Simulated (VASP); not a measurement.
Write the native input for VASP 6.6.1 that does the following.

| Quantity | Value |
| --- | --- |
| Task | single point |
| Functional | PBE |
| Potentials or basis | VASP PAW PBE potentials, release 64 (B, N) |
| Cutoff | 520 eV |
| k mesh | 6 × 6 × 6 |
| Occupations | gaussian, width 0.1 eV |
| Spin | no spin polarisation |
| Dipole correction | no |
| Further INCAR settings | ALGO = Normal; EDIFF = 1e-06; NBANDS = 18 |

The structure of B3N2 lies in POSCAR:

```
B3N2
1.0
    3.7060998300      0.0000000000      0.0000000000
    0.0000000000      3.7060998300      0.0000000000
    0.0000000000      0.0000000000      3.7060998300
B N
3 2
Direct
    0.0000000000      0.5000000000      0.5000000000
    0.5000000000      0.0000000000      0.5000000000
    0.5000000000      0.5000000000      0.0000000000
    0.0000000000      0.0000000000      0.0000000000
    0.5000000000      0.5000000000      0.5000000000
```

The cell was built by a generator and needn't be a form met in nature.

The cell isn't the ideal one: random cell by space group and Wyckoff sites (Pm-3m, No. 221).

These files were run (other wordings do the same):

INCAR

```
SYSTEM = B3N2
ALGO = Normal ; EDIFF = 1E-6
ENCUT = 520 ; GGA = PE
ISIF = 2 ; ISMEAR = 0
LASPH = .TRUE. ; LCHARG = .FALSE.
LREAL = .FALSE. ; LWAVE = .FALSE.
NBANDS = 18 ; NELM = 100
PREC = Accurate ; SIGMA = 0.1
```

KPOINTS

```
k-points
0
G
  6 6 6
  0 0 0
```

Potentials or basis: VASP PAW PBE potentials, release 64 (B, N).

Run with:

```sh
$ cat potpaw_PBE.64/B/POTCAR potpaw_PBE.64/N/POTCAR > POTCAR
$ mpirun -np 1 vasp_std > vasp.out
```

It gave:

- Pressure: -28.8 GPa
- Band gap on the k mesh: none (metal or under the smearing width)

Caveat: a pressure of tens of GPa on the cell as given is suspect, and the run, the potentials or the cell itself is likely at fault.

Run time: 14 s on 1 thread of Intel(R) Xeon(R) Platinum 8559C (Emerald Rapids), with other jobs on the host, peak memory 0.15 GiB.
